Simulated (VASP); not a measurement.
```xyz
2
Lattice="4.1467 0.0000 0.0000 0.0000 4.1467 0.0000 0.0000 0.0000 4.1467" Properties=species:S:1:pos:R:3 pbc="T T T"
Cs     0.0000     0.0000     0.0000
I      2.0733     2.0733     2.0733
```

Computed with LDA (Ceperley-Alder, Perdew-Zunger), VASP's LDA PAW potentials (set 64) (plane waves; VASP). Numerical set-up: 500 eV cut-off, 7×7×7 Γ-centred mesh, Gaussian smearing of 0.050 eV, potentials Cs_sv I.

Energy and stress use the plane-wave basis of the starting cell.

The ions, cell shape and volume at an external pressure of 10.0 GPa are relaxed. Predict the relaxed structure.

```xyz
2
Lattice="4.0108 0.0000 0.0000 0.0000 4.0108 0.0000 0.0000 0.0000 4.0108" Properties=species:S:1:pos:R:3 pbc="T T T"
Cs     0.0000     0.0000     0.0000
I      2.0054     2.0054     2.0054
```
Space group Pm-3m (221), at a tolerance of 0.03 Å.

How do energy and volume change from the first to the last step?

The energy (σ→0) changes by +154.0 meV/atom and the volume by -9.5 %, in 3 ionic steps.

```csv
step,E(σ→0) (eV),max force (eV/Å),pressure (GPa),volume (Å³)
1,-6.0001,0.000,5.00,71.30
2,-5.3834,0.000,14.47,60.43
3,-5.6922,0.000,9.96,64.52
```

The compound is CsI in the CsCl type structure. This run relaxes it under an external pressure of 10 GPa. Symmetry was kept, so distortions that lower it aren't found.
